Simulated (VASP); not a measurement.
Given:

```xyz
2
Lattice="0.0000 3.3497 3.3497 3.3497 0.0000 3.3497 3.3497 3.3497 0.0000" Properties=species:S:1:pos:R:3 pbc="T T T"
Ag     0.0000     0.0000     0.0000
I      1.6748     1.6748     1.6748
```

The numbers are results of PBEsol GGA, VASP's PBE PAW potentials (set 64) (plane waves; VASP), not measurements. Settings: 480 eV cut-off, 8×8×8 Γ-centred mesh, Gaussian smearing of 0.050 eV, potentials Ag I.

Unless said otherwise, spin-orbit coupling is left out, though it shifts the bands of the heavy elements here.

Question: Estimate the energy per atom (σ→0), pressure, band gap (on the k-mesh) with the smallest direct gap where there is one.

Answer: 
* **band gap (on the k-mesh)**: 1.22 eV
* **smallest direct gap (on the k-mesh)**: 1.22 eV
* **energy per atom (σ→0)**: -2.686 eV/atom
* **pressure**: -2.88 GPa

The absolute energy has meaning only against runs of the same code, potentials and settings.

The compound is AgI in the zinc blende structure, whereas wurtzite is the usual form. This cell was strained or had an atom moved on purpose.
